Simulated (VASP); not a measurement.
Data:

```
CELL_PARAMETERS angstrom
      4.60870     0.00000     0.00000
      0.00000     4.60870     0.00000
      0.00000     0.00000     2.96059
ATOMIC_POSITIONS crystal
  Ti 0.00000 0.00000 0.00000
  Ti 0.50000 0.50000 0.50000
  O  0.30432 0.30432 0.00000
  O  0.80432 0.19568 0.50000
  O  0.19568 0.80432 0.50000
  O  0.69568 0.69568 0.00000
```

Computed with PBE GGA with D3 dispersion (Becke-Johnson damping), VASP's PBE PAW potentials (set 64) (plane waves; VASP). Run with 520 eV cut-off, 6×6×8 Γ-centred mesh, tetrahedra with Blöchl corrections, potentials Ti_sv O.

### Question
Estimate the energy per atom (σ→0), band gap (on the k-mesh) with the smallest direct gap where there is one.

### Answer

```
Item                                          Value
-----------------------------------  --------------
band gap (on the k-mesh)                    1.83 eV
smallest direct gap (on the k-mesh)         1.83 eV
energy per atom (σ→0)                -9.190 eV/atom
```

Only differences to runs with the same potentials and settings are physical.

The compound is TiO2 in the rutile structure. It was relaxed first.
